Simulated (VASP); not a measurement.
**Na2ClF: single point with HSE06**

Crystal: Na2ClF.

```
F Cl Na
1.0
     1.81069    1.04540    5.92066
    -1.81069    1.04540    5.92066
     0.00000   -2.09080    5.92066
F Cl Na
1 1 2
Direct
  0.00000 0.00000 0.00000
  0.50000 0.50000 0.50000
  0.26344 0.26344 0.26344
  0.73656 0.73656 0.73656
```

The cell was built by a generator and needn't be a form met in nature.

```json
{"Program": "VASP 6.6.1", "Task": "single point", "Functional": "HSE06", "Potentials or basis": "VASP PAW PBE potentials, release 64 (F, Cl, Na_pv)", "Cutoff": "520 eV", "k mesh": "4 × 4 × 4", "Occupations": "gaussian, width 0.01 eV", "Spin": "no spin polarisation", "Dipole correction": "no", "Exchange at q = 0": "truncated", "Grid for exact exchange (PRECFOCK)": "Normal", "Screening parameter": "0.2079 1/A", "Further INCAR settings": "ALGO = Normal; EDIFF = 1e-06; NBANDS = 22"}
```

The pressure is 0.9 GPa. The largest force is 0.023 eV/Å and the band gap on the k mesh is 5.76 eV, direct.

Forces in eV/Å, atoms in the order of the input:
```
F    0.000  0.000  0.000
Cl   0.000  0.000  0.000
Na   0.000  0.000 -0.023
Na   0.000  0.000  0.023
```

Stress tensor (GPa, compression positive):
```
0.88 0.00 0.00
0.00 0.88 0.00
0.00 0.00 1.03
```

Levels at points of the mesh, in eV from the valence-band top:
```tsv
k point	band 10	band 11	band 12	band 13	band 14	band 15	band 16	band 17	band 18	band 19
(0.00, 0.00, 0.00)	-2.64	-2.64	-1.28	0.00	0.00	5.76	9.42	12.30	13.71	13.71
(0.50, 0.00, 0.00)	-2.77	-2.77	-2.43	-1.32	-0.54	9.46	9.95	10.60	11.13	13.37
(0.50, 0.50, 0.00)	-3.05	-2.77	-2.07	-1.13	-0.53	8.78	10.07	10.38	11.04	13.81
(0.50, 0.50, 0.50)	-2.64	-2.64	-1.98	-0.01	-0.01	7.30	8.48	10.93	13.78	13.78
```

It took 40 min on 1 thread of Intel(R) Xeon(R) 6975P-C (Granite Rapids), with other jobs on the host, peak memory 0.42 GiB.

Caveat: the k mesh is coarse (spacing up to 0.51 Å⁻¹), so the values aren't converged, least of all with exact exchange; the PAW data sets were made with another functional, which shifts forces and pressure a little.
